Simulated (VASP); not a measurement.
A convergence study with VASP on SrTiO$_{3}$ (cubic perovskite): one setting is varied, all else stays as given below, so the limit is that of these other settings.

```
CELL_PARAMETERS angstrom
      3.90500     0.00000     0.00000
      0.00000     3.90500     0.00000
      0.00000     0.00000     3.90500
ATOMIC_POSITIONS crystal
  Sr 0.00000 0.00000 0.00000
  Ti 0.50000 0.50000 0.50000
  O  0.50000 0.00000 0.50000
  O  0.00000 0.50000 0.50000
  O  0.50000 0.50000 0.00000
```

Computed with PBEsol GGA, VASP's PBE PAW potentials (set 64) (plane waves; VASP). The tightest run used: 700 eV cut-off, 14×14×14 Γ-centred mesh, Gaussian smearing of 0.050 eV, potentials Sr_sv Ti_sv O.

```json
[
 {"setting": "1×1×1 mesh", "E (eV/atom)": "-4.5992", "pressure (GPa)": "52.10", "irreducible k-points": "1"},
 {"setting": "2×2×2 mesh", "E (eV/atom)": "-8.2490", "pressure (GPa)": "1.01", "irreducible k-points": "4"},
 {"setting": "3×3×3 mesh", "E (eV/atom)": "-8.3845", "pressure (GPa)": "-1.15", "irreducible k-points": "4"}
]
```

Task: These are the cheaper rows. Estimate the results at 14×14×14 mesh, and how far the last row shown lies from them.

Result: 
| quantity | tightest run | last row shown is off by |
|---|---|---|
| E (eV/atom) | -8.4059 | 0.0215 |
| pressure (GPa) | -1.48 | 0.33 |

Left out are rungs that failed or repeat a setting and relaxations that didn't move; long series are thinned to 24 rows.

The compound is SrTiO3 in the cubic perovskite structure, the ideal cubic form; the compound distorts at low or room temperature. The cell was not relaxed at this level.
